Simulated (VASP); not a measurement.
# GeH₂Br₂: harmonic vibrations of a molecule

GeH₂Br₂, molecule in box, 5 atoms in the cell. PBE, harmonic vibrations; PAW potentials Br, Ge_d, H (PBE set).

## Input

INCAR.step1:
```
  PREC = Accurate
  ENCUT = 350
  EDIFF = 1E-8
  ISMEAR = 0
  SIGMA = 0.01
  ISYM = 0
  LREAL = False
  LASPH = True
  NELM = 100
  ALGO = Normal
  LWAVE = False
  LCHARG = False
  IBRION = 2
  NSW = 60
  ISIF = 2
  EDIFFG = -0.002
  POTIM = 0.5
```

INCAR.step2, as INCAR.step1 but for:
```
- IBRION = 2
- NSW = 60
- ISIF = 2
- EDIFFG = -0.002
- POTIM = 0.5
+ IBRION = 5
+ NFREE = 2
+ POTIM = 0.015
+ NSW = 1
```

KPOINTS:
```
k-points
0
Gamma
  1 1 1
```

POSCAR.step1:
```
GeH2Br2
1.0
   13.0000000000      0.0000000000      0.0000000000
    0.0000000000     12.0000000000      0.0000000000
    0.0000000000      0.0000000000     12.0000000000
Br Ge H
2 1 2
Direct
    0.3932615400      0.5283416700      0.6243708300
    0.6174846200      0.4355750000      0.4525708300
    0.4495384600      0.4942000000      0.4463375000
    0.4456846200      0.6037083300      0.3812958300
    0.3845153800      0.3997916700      0.3977125000
```

Commands (each step's output is kept before the next begins):
```
cat potpaw_PBE.64/Br/POTCAR potpaw_PBE.64/Ge_d/POTCAR potpaw_PBE.64/H/POTCAR > POTCAR
cp INCAR.step1 INCAR
cp POSCAR.step1 POSCAR
mpirun -np 4 vasp_gam > vasp.out
cp CONTCAR POSCAR
cp INCAR.step2 INCAR
mpirun -np 4 vasp_gam > vasp.out
```

## Result

- Vibrations (cm⁻¹; a negative value is imaginary): 2115, 2089, 814, 718, 604, 463, 302, 278, 92
- Zero-point energy (eV): 0.463
- Translations and rotations, which should read zero (cm⁻¹): -7, -3, -2, 0, 3, 5
- Vibrational entropy at 298 K (meV/K): 0.358
- Displaced cells: 30
- Ionic steps, all stages: 49
- Electronic steps, all stages: 844

VASP 6.6.1 took 806 s on 4 cores (AMD EPYC 7R43 (Zen 3)), a shared host.
